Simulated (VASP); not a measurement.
Calculation: RPBE GGA, VASP's PBE PAW potentials (set 64) (plane waves; VASP).

Input for VASP

**INCAR**
```
! general
SYSTEM  =  BN
PREC    =  Accurate
ENCUT   =  520
LREAL   =  .FALSE.
LASPH   =  .TRUE.
ICHARG  =  11

! electronic loop
EDIFF   =  1E-7
NELM    =  100
ALGO    =  Normal

! smearing
ISMEAR  =  0
SIGMA   =  0.05

! functional
GGA     =  RP

! output
LWAVE   =  .FALSE.
LCHARG  =  .FALSE.
LORBIT  =  11
```

File KPOINTS:
```
k-points along high-symmetry lines
10
Line-mode
Reciprocal
  0.000000   0.000000   0.000000 ! GAMMA
 -0.000000   0.500000   0.000000 ! M

 -0.000000   0.500000   0.000000 ! M
 -0.333333   0.666667   0.000000 ! K

 -0.333333   0.666667   0.000000 ! K
  0.000000   0.000000   0.000000 ! GAMMA

  0.000000   0.000000   0.000000 ! GAMMA
  0.000000   0.000000   0.500000 ! A

  0.000000   0.000000   0.500000 ! A
 -0.000000   0.500000   0.500000 ! L

 -0.000000   0.500000   0.500000 ! L
 -0.333333   0.666667   0.500000 ! H

 -0.333333   0.666667   0.500000 ! H
  0.000000   0.000000   0.500000 ! A

 -0.000000   0.500000   0.500000 ! L
 -0.000000   0.500000   0.000000 ! M

 -0.333333   0.666667   0.500000 ! H
 -0.333333   0.666667   0.000000 ! K
```

### POSCAR
```
BN
8.4927410
  0.1512188208  -0.2619187071   0.0000000000
  0.1512188208   0.2619187071   0.0000000000
  0.0000000000   0.0000000000   0.5000000008
B N
2 2
Cart
  0.1512188208  -0.0873064103   0.2500771173
  0.1512188208   0.0873064103   0.0000771169
  0.1512188208  -0.0873064103   0.4374228839
  0.1512188208   0.0873064103   0.1874228835
```

POTCAR, in this order: B N (PBE.64 set). Program: vasp_std. Read from the step before: CHGCAR.

Output

**OUTCAR**
```
 ion  position               nearest neighbor table
   1  0.667  0.333  0.500-   4 1.58   4 1.58   4 1.58   3 1.59
   2  0.333  0.667  0.000-   3 1.58   3 1.58   3 1.58   4 1.59
   3  0.667  0.333  0.875-   2 1.58   2 1.58   2 1.58   1 1.59
   4  0.333  0.667  0.375-   1 1.58   1 1.58   1 1.58   2 1.59
  LATTYP: Found a hexagonal cell.
 ALAT       =     2.5685247532
 C/A-ratio  =     1.6532332427
 Subroutine PRICEL returns:
 Original cell was already a primitive cell.
 Subroutine GETGRP returns: Found 12 space group operations
The static configuration has the point symmetry C_3v.
 The point group associated with its full space group is C_6v.
The dynamic configuration has the point symmetry C_3v.
 Subroutine INISYM returns: Found 12 space group operations
   k-points           NKPTS =     90   k-points in BZ     NKDIM =     90   number of bands    NBANDS=     12
   number of dos      NEDOS =    301   number of ions     NIONS =      4
   total plane-waves  NPLWV =  12800
   dimension x,y,z NGX =    20 NGY =   20 NGZ =   32
   dimension x,y,z NGXF=    40 NGYF=   40 NGZF=   64
   ions per type =               2   2
   PREC   = accura    normal or accurate (medium, high low for compatibility)
   ISTART =      0    job   : 0-new  1-cont  2-samecut
   ICHARG =     11    charge: 1-file 2-atom 10-const
   ISPIN  =      1    spin polarized calculation?
   LNONCOLLINEAR =      F non collinear calculations
   LSORBIT =      F    spin-orbit coupling
   INIWAV =      1    electr: 0-lowe 1-rand  2-diag
   ENCUT  =  520.0 eV  38.22 Ry    6.18 a.u.   4.78  4.78  7.90*2*pi/ulx,y,z
   NELM   =    100;   NELMIN=  2; NELMDL= -5     # of ELM steps
   EDIFF  = 0.1E-06   stopping-criterion for ELM
   LREAL  =      F    real-space projection
   NLSPLINE    = F    spline interpolate recip. space projectors
   LMAXMIX     =    2 max onsite mixed and CHGCAR
   VOSKOWN=      0    Vosko Wilk Nusair interpolation
   EDIFFG = 0.1E-05   stopping-criterion for IOM
   NSW    =      0    number of steps for IOM
   NBLOCK =      1;   KBLOCK =      1    inner block; outer block
   IBRION =     -1    ionic relax: 0-MD 1-quasi-New 2-CG
   NFREE  =      0    steps in history (QN), initial steepest desc. (CG)
...
```

OSZICAR:
```
       N       E                     dE             d eps       ncg     rms          rms(c)
DAV:   1     0.499730919794E+02    0.49973E+02   -0.85433E+03  2168   0.128E+03
DAV:   2    -0.290826443952E+02   -0.79056E+02   -0.72624E+02  3024   0.260E+02
DAV:   3    -0.315445045839E+02   -0.24619E+01   -0.24468E+01  2860   0.448E+01
DAV:   4    -0.315602285505E+02   -0.15724E-01   -0.15709E-01  2600   0.360E+00
DAV:   5    -0.315604520609E+02   -0.22351E-03   -0.22341E-03  2784   0.373E-01
DAV:   6    -0.315604581615E+02   -0.61006E-05   -0.61004E-05  2612   0.462E-02
DAV:   7    -0.315604583991E+02   -0.23761E-06   -0.23760E-06  2648   0.752E-03
DAV:   8    -0.315604584102E+02   -0.11083E-07   -0.11102E-07  2028   0.129E-03
   1 F= -.31560458E+02 E0= -.31560458E+02  d E =-.927761E-20
```

OUTCAR:
```
 val. band max:        7.3443758608   @ k =  -0.0000   0.0000   0.0000

 cond. band min:      12.6591526996   @ k =  -0.3333   0.6667   0.0000



 k-point     1 :       0.0000    0.0000    0.0000
  band No.  band energies     occupation
      1     -12.8239      2.00000
      2      -8.8044      2.00000
      3      -3.3278      2.00000
      4       5.2745      2.00000
      5       5.2746      2.00000
      6       7.0952      2.00000
      7       7.3443      2.00000
      8       7.3444      2.00000
      9      15.6647      0.00000
     10      15.6648      0.00000
     11      15.8569      0.00000
     12      16.5375      0.00000

 k-point     2 :       0.0000    0.0556    0.0000
  band No.  band energies     occupation
      1     -12.7581      2.00000
      2      -8.7541      2.00000
      3      -3.2624      2.00000
      4       4.9587      2.00000
      5       5.1479      2.00000
      6       7.0243      2.00000
      7       7.0884      2.00000
      8       7.2756      2.00000
      9      15.5202      0.00000
     10      15.8000      0.00000
     11      16.0045      0.00000
     12      16.7640      0.00000

 k-point     3 :       0.0000    0.1111    0.0000
  band No.  band energies     occupation
      1     -12.5617      2.00000
      2      -8.6062      2.00000
      3      -3.0671      2.00000
      4       4.1133      2.00000
      5       4.8110      2.00000
      6       6.3710      2.00000
      7       6.8370      2.00000
      8       7.0750      2.00000
      9      15.2746      0.00000
     10      16.1674      0.00000
     11      16.2311      0.00000
     12      17.3809      0.00000

 k-point     4 :       0.0000    0.1667    0.0000
  band No.  band energies     occupation
      1     -12.2377      2.00000
      2      -8.3706      2.00000
      3      -2.7456      2.00000
      4       2.9495      2.00000
      5       4.3554      2.00000
      6       5.3689      2.00000
      7       6.5126      2.00000
...
```

The density is held fixed in this step, so its total energy and stress have no physical meaning.

The compound is BN in the wurtzite structure, a metastable high-pressure form. It was relaxed first.
